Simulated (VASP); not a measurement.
Method: PBE GGA, VASP's PBE PAW potentials (set 64) (plane waves; VASP).

VASP ran on this input.

### POSCAR
```
I
1
    2.3471000000    -3.5623000000     0.0000000000
    2.3471000000     3.5623000000     0.0000000000
    0.0000000000     0.0000000000     9.5942000000
I
4
Direct
  0.8460000000   0.8460000000   0.8830000000
  0.6540000000   0.6540000000   0.3830000000
  0.3460000000   0.3460000000   0.6170000000
  0.1540000000   0.1540000000   0.1170000000
```

### KPOINTS
```
Automatic mesh
0
gamma
  3 3 2
0 0 0
```

### INCAR
```
SYSTEM = I
PREC = Accurate; ENCUT = 300; LREAL = .FALSE.
LASPH = .TRUE.
EDIFF = 1E-6; NELM = 100; ALGO = Normal
LMAXMIX = 4
ISMEAR = -1; SIGMA = 0.02
GGA = PE
ISIF = 2
LWAVE = .FALSE.; LCHARG = .FALSE.
```

POTCAR, in this order: I (PBE.64 set). Program: vasp_std.

Output of the run:

### OUTCAR
```
 ion  position               nearest neighbor table
   1  0.846  0.846  0.883-   4 2.67   3 3.47   3 3.47
   2  0.654  0.654  0.383-   3 2.67   4 3.47   4 3.47
   3  0.346  0.346  0.617-   2 2.67   1 3.47   1 3.47
   4  0.154  0.154  0.117-   1 2.67   2 3.47   2 3.47
  LATTYP: Found a base centered orthorhombic cell.
 ALAT       =     4.6942000000
 B/A-ratio  =     1.5177453027
 C/A-ratio  =     2.0438413361
 Subroutine PRICEL returns:
 Original cell was already a primitive cell.
 Subroutine GETGRP returns: Found  8 space group operations
The static configuration has the point symmetry C_2h.
 The point group associated with its full space group is D_2h.
The dynamic configuration has the point symmetry C_2h.
 Subroutine INISYM returns: Found  8 space group operations
 Subroutine IBZKPT returns following result:
 Found      8 irreducible k-points:

 Following reciprocal coordinates:
            Coordinates               Weight
  0.000000  0.000000  0.000000      1.000000
  0.333333 -0.000000  0.000000      4.000000
  0.333333  0.333333  0.000000      2.000000
 -0.333333  0.333333  0.000000      2.000000
...
```

### OSZICAR
```
       N       E                     dE             d eps       ncg     rms          rms(c)
DAV:   1     0.124776220607E+03    0.12478E+03   -0.78865E+03   288   0.808E+02
DAV:   2     0.260981145961E+01   -0.12217E+03   -0.12028E+03   420   0.153E+02
DAV:   3    -0.583458010000E+01   -0.84444E+01   -0.84207E+01   338   0.483E+01
DAV:   4    -0.603858896190E+01   -0.20401E+00   -0.20397E+00   394   0.873E+00
DAV:   5    -0.604150560037E+01   -0.29166E-02   -0.29165E-02   336   0.876E-01    0.106E+01
DAV:   6    -0.588742853000E+01    0.15408E+00   -0.14629E-01   306   0.202E+00    0.714E+00
DAV:   7    -0.584539177539E+01    0.42037E-01   -0.35881E-01   306   0.316E+00    0.645E-01
DAV:   8    -0.583667383598E+01    0.87179E-02   -0.49393E-02   296   0.123E+00    0.376E-01
DAV:   9    -0.583676708366E+01   -0.93248E-04   -0.11211E-03   320   0.221E-01    0.144E-01
DAV:  10    -0.583683215303E+01   -0.65069E-04   -0.10261E-04   324   0.674E-02    0.437E-02
DAV:  11    -0.583683327910E+01   -0.11261E-05   -0.16082E-05   328   0.221E-02    0.744E-03
DAV:  12    -0.583683479460E+01   -0.15155E-05   -0.19474E-06   182   0.933E-03    0.840E-03
DAV:  13    -0.583683503884E+01   -0.24423E-06   -0.43793E-07   162   0.416E-03
   1 F= -.58368350E+01 E0= -.58368350E+01  d E =-.104586E-10
```

### OUTCAR
```
------------------------ aborting loop because EDIFF is reached ----------------------------------------
  FORCE on cell =-STRESS in cart. coord.  units (eV):
  Direction    XX          YY          ZZ          XY          YZ          ZX
  --------------------------------------------------------------------------------------
  Total        2.2535000      2.0581649      4.1349506      0.0000000      0.0000000      0.0000000
  in kB       22.5043928     20.5536948     41.2933442      0.0000000      0.0000000      0.0000000
  external PRESSURE =      28.1171440 kB  Pullay stress =       0.0000000 kB
  volume of cell :      160.44
      direct lattice vectors                 reciprocal lattice vectors
     2.347100000 -3.562300000  0.000000000     0.213028844 -0.140358757  0.000000000
     2.347100000  3.562300000  0.000000000     0.213028844  0.140358757  0.000000000
     0.000000000  0.000000000  9.594200000     0.000000000  0.000000000  0.104229639
 POSITION                                       TOTAL-FORCE (eV/Angst)
 -----------------------------------------------------------------------------------
      3.97129      0.00000      8.47168        -0.523893      0.000000     -0.812453
      3.07001      0.00000      3.67458         0.523893      0.000000     -0.812453
      1.62419      0.00000      5.91962        -0.523893      0.000000      0.812453
      0.72291      0.00000      1.12252         0.523893      0.000000      0.812453
 -----------------------------------------------------------------------------------
    total drift:                               -0.000000     -0.000000     -0.000000
  FREE ENERGIE OF THE ION-ELECTRON SYSTEM (eV)
  ---------------------------------------------------
  free  energy   TOTEN  =        -5.8368350388 eV

  energy  without entropy=       -5.8368350388  energy(sigma->0) =       -5.83683504
```
(Selected blocks of OUTCAR.)

The structure is a typed I crystal (Cmce). The cell was not relaxed at this level, and its volume differs by -5.9 % from the start's. The k-mesh is coarse (spacing up to 0.53 per Å, 2π included), so the numbers may not be converged in it.
